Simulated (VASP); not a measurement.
Here is the system:

```yaml
crystal:
  lattice:
    - [-1.63418, 1.63418, 2.56947]
    - [1.63418, -1.63418, 2.56947]
    - [1.63418, 1.63418, -2.56947]
  atoms:
    - { symbol: In, position: [0.00000, 0.00000, 0.00000] }
```

Calculation: optB88-vdW, VASP's PBE PAW potentials (set 64) (plane waves; VASP). Numerical set-up: 520 eV cut-off, 14×14×14 Γ-centred mesh, first-order Methfessel-Paxton smearing of 0.10 eV, potentials In_d.

Unless said otherwise, spin-orbit coupling is left out, though it shifts the bands of the heavy elements here.

Question: What does the run give for the energy per atom (σ→0), band gap (on the k-mesh) with the smallest direct gap where there is one?

Answer: 
The band gap (on the k-mesh) is none (metal, semimetal or under 0.01 eV) and the energy per atom (σ→0) is 0.645 eV/atom.

Only differences to runs with the same potentials and settings are physical.

The compound is In in the bct structure. It was relaxed first. The start is the result of an earlier pass.
